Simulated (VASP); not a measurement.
```
Li
1.0
   -1.71410     1.71410     1.71410
    1.71410    -1.71410     1.71410
    1.71410     1.71410    -1.71410
Li
1
Direct
  0.00000   0.00000   0.00000
```

Calculation: PBE GGA, VASP's PBE PAW potentials (set 64) (plane waves; VASP). Settings: 620 eV cut-off, 15×15×15 Γ-centred mesh, first-order Methfessel-Paxton smearing of 0.10 eV, potentials Li_sv.

Energy and stress use the plane-wave basis of the starting cell.

Q: The ions, cell shape and volume at an external pressure of 5.0 GPa are relaxed. Which structure does the run end with?

A: 
```
Li
1.0
   -1.57802     1.57802     1.57802
    1.57802    -1.57802     1.57802
    1.57802     1.57802    -1.57802
Li
1
Cartesian
  0.00000   0.00000   3.15605
```
Space group Im-3m (229), at a tolerance of 0.03 Å.

Q: How do energy and volume change from the first to the last step?

A: The energy (σ→0) changes by +57.1 meV/atom and the volume by -22.0 %, in 4 ionic steps.

```csv
step,E(σ→0) (eV),max force (eV/Å),pressure (GPa),volume (Å³)
1,-1.9030,0.000,-0.07,20.14
2,-1.8961,0.000,1.42,18.34
3,-1.8663,0.000,3.84,16.45
4,-1.8459,0.000,5.13,15.72
```

The compound is Li in the bcc structure. This run relaxes it under an external pressure of 5 GPa. Symmetry was kept, so distortions that lower it aren't found.
